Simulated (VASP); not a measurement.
Here is the system:

```yaml
crystal:
  lattice:
    - [-3.28967, 3.28967, 2.64438]
    - [3.28967, -3.28967, 2.64438]
    - [3.28967, 3.28967, -2.64438]
  atoms:
    - { symbol: Hf, position: [0.34431, 0.15569, 0.50000] }
    - { symbol: Hf, position: [0.65569, 0.84431, 0.50000] }
    - { symbol: Hf, position: [0.15569, 0.65569, 0.81138] }
    - { symbol: Hf, position: [0.84431, 0.34431, 0.18862] }
    - { symbol: Ge, position: [0.25000, 0.25000, 0.00000] }
    - { symbol: Ge, position: [0.75000, 0.75000, 0.00000] }
```

Calculation: r2SCAN meta-GGA, VASP's PBE PAW potentials (set 64) (plane waves; VASP). Settings: 400 eV cut-off, 8×8×8 Γ-centred mesh, tetrahedra with Blöchl corrections, potentials Hf_pv Ge_d.

**Question.** Give the energies of bands 26 to 39 at the high-symmetry points, in eV from the Fermi level.

**Answer.** 
| band | Γ | X | M | Z | P | N |
|---|---|---|---|---|---|---|
| 26 | -3.90 | -5.21 | -5.46 | -5.34 | -4.91 | -4.30 |
| 27 | -3.57 | -2.81 | -5.46 | -4.42 | -2.62 | -3.48 |
| 28 | -3.57 | -2.43 | -2.60 | -2.65 | -2.62 | -3.48 |
| 29 | -1.84 | -2.41 | -2.28 | -2.28 | -1.37 | -1.16 |
| 30 | -1.84 | -2.14 | -2.28 | -2.28 | -1.37 | -1.16 |
| 31 | -1.40 | -1.55 | -0.97 | -1.16 | -0.88 | -0.91 |
| 32 | -1.40 | -1.47 | -0.61 | -0.23 | -0.88 | -0.91 |
| 33 | -1.30 | -0.97 | 0.10 | -0.21 | -0.75 | -0.58 |
| 34 | -1.01 | -0.56 | 0.32 | 0.59 | -0.75 | -0.58 |
| 35 | 2.01 | 1.36 | 0.42 | 0.59 | 0.17 | 0.10 |
| 36 | 2.08 | 1.60 | 0.42 | 0.88 | 0.17 | 0.10 |
| 37 | 2.21 | 1.86 | 1.70 | 1.17 | 2.20 | 2.11 |
| 38 | 2.66 | 2.57 | 1.76 | 1.61 | 2.20 | 2.11 |
| 39 | 2.66 | 2.90 | 1.99 | 1.61 | 3.48 | 3.36 |

It has no gap at this level: it comes out as a metal or semimetal.

The structure comes from a computed database's Hf2Ge entry (I4/mcm); how it stands against other phases isn't given here. It was relaxed first.
